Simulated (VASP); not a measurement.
Energy against volume of FeAl (CsCl type). Calculation: MS2 meta-GGA, VASP's PBE PAW potentials (set 64) (plane waves; VASP). Settings: 520 eV cut-off, 13×13×13 Γ-centred mesh, first-order Methfessel-Paxton smearing of 0.10 eV, potentials Al Fe.

| V (Å³/atom) | E (eV/atom) |
|---|---|
| 11.148 | -9.86617 |
| 11.493 | -9.87208 |
| 11.838 | -9.86574 |
| 12.182 | -9.84886 |

Fit these four points and predict the energy of the run at 10.803 Å³/atom.

A cubic in V^(−2/3), the third-order Birch-Murnaghan form, passes through the four points with V0 = 11.48 Å³/atom and B0 = 190 GPa, and gives -9.8461 eV/atom there. The run gave -9.8458 eV/atom, +0.3 meV/atom from the fit; all five points give B0 = 191 GPa.

The compound is FeAl in the CsCl type structure. It was relaxed first, which changed the volume by -7 %. The run is not spin-polarised, so no magnetic state was tried.
